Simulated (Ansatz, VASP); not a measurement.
**Two plane-wave programs on Mg3CdS2**

```
Mg Cd S
1.0
     3.62586    0.00000    0.00000
    -1.81293    3.14009    0.00000
     0.00000    0.00000   10.76633
Mg Cd S
3 1 2
Direct
  0.00000 0.00000 0.50000
  0.33333 0.66667 0.21568
  0.66667 0.33333 0.78432
  0.00000 0.00000 0.00000
  0.33333 0.66667 0.64203
  0.66667 0.33333 0.35797
```

Alike in both runs: functional PBE; k mesh 12 × 12 × 4; occupations gaussian, width 0.1 eV; no spin polarisation.

Ansatz relaxed the structure, and its values are those at the end. VASP's run is a single point on that final structure, the one shown.

|  | VASP | Ansatz |
| --- | --- | --- |
| version | VASP 6.6.1 | Ansatz 0.2.0 |
| potentials or method | VASP PAW PBE potentials, release 64 (Mg, Cd, S) | scalar-relativistic, plane waves, PAW |
| plane-wave cutoff (eV) | 520 | 420 |
| valence electrons in the cell | 30 | 62 |

```tsv
	VASP	Ansatz	Ansatz less VASP
gap on the k mesh at the Fermi level (eV)	none	none	-
pressure (GPa)	-0.2	0.0	+0.18
rms of the force components (eV/Å)	0.004	0.000	-0.0037
```

A gap of «none» marks a metal or a gap that the smearing closes. The two sets of potentials don't hold the same shells in valence.
